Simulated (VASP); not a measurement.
Energy against volume of MgSe (rock salt). Method: PW91 GGA, VASP's PBE PAW potentials (set 64) (plane waves; VASP). Run with 520 eV cut-off, 8×8×8 Γ-centred mesh, Gaussian smearing of 0.050 eV, potentials Mg Se.

| V (Å³/atom) | E (eV/atom) |
|---|---|
| 20.224 | -3.77292 |
| 20.850 | -3.77676 |
| 21.475 | -3.77339 |
| 22.101 | -3.76384 |

Question: Fit these four points and predict the energy of the run at 19.599 Å³/atom.

Answer: A cubic in V^(−2/3), the third-order Birch-Murnaghan form, passes through the four points with V0 = 20.85 Å³/atom and B0 = 61 GPa, and gives -3.7606 eV/atom there. The run gave -3.7607 eV/atom, -0.0 meV/atom from the fit; all five points give B0 = 61 GPa.

The compound is MgSe in the rock salt structure. It was relaxed first.
